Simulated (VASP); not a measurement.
Calculation: LDA (Ceperley-Alder, Perdew-Zunger), VASP's LDA PAW potentials (set 64) (plane waves; VASP).

A VASP calculation is set up with these files.

File KPOINTS:
```
Automatic mesh
0
Gamma
17 17 9
0 0 0
```

### INCAR
```
# general
SYSTEM   =  Co
PREC     =  Accurate
ENCUT    =  520
LREAL    =  .False.
LASPH    =  .True.

# electronic loop
EDIFF    =  1E-7
NELM     =  100
ALGO     =  Normal
LMAXMIX  =  4

# smearing
ISMEAR   =  1
SIGMA    =  0.1

# spin
ISPIN    =  2
MAGMOM   =  1.5 1.5

# ions
IBRION   =  2
NSW      =  30
ISIF     =  4
EDIFFG   =  -0.01

# output
LWAVE    =  .False.
LCHARG   =  .False.
LORBIT   =  10
```

POSCAR:
```
Co
1
    1.2369083589    -2.1423883388     0.0000000000
    1.2369083589     2.1423883388     0.0000000000
    0.0000000000     0.0000000000     3.9869965105
Co
2
Direct
  0.3333330000   0.6666670000   0.2500000000
  0.6666670000   0.3333330000   0.7500000000
```

POTCAR, in this order: Co (LDA.64 set). Program: vasp_std.

**Question.** What does the run give for the energy per atom (σ→0), cell moment, band gap (on the k-mesh)?

**Answer.** 
The energy per atom (σ→0) is -8.098 eV/atom and the cell moment comes out as 3.07 μB. The band gap (on the k-mesh) is none (metal, semimetal or under 0.01 eV).

**OSZICAR**
```
...
       N       E                     dE             d eps       ncg     rms          rms(c)
DAV:   1    -0.161955601788E+02   -0.62999E-04   -0.17652E-03 11139   0.363E-01    0.462E-02
DAV:   2    -0.161955201834E+02    0.39995E-04   -0.28132E-05 13571   0.957E-02    0.232E-02
DAV:   3    -0.161955071019E+02    0.13082E-04   -0.16907E-05 12435   0.491E-02    0.620E-03
DAV:   4    -0.161955076171E+02   -0.51520E-06   -0.14710E-06 11984   0.191E-02    0.185E-03
DAV:   5    -0.161955074870E+02    0.13008E-06   -0.62811E-08  5721   0.522E-03    0.112E-03
DAV:   6    -0.161955074504E+02    0.36583E-07   -0.33741E-08  5328   0.248E-03
   2 F= -.16195507E+02 E0= -.16195388E+02  d E =-.102997E-04  mag=     3.0732
```

The compound is Co in the hcp structure. This cell is one point of a volume scan, at 1.06 of the reference volume. Symmetry was kept, so distortions that lower it aren't found.
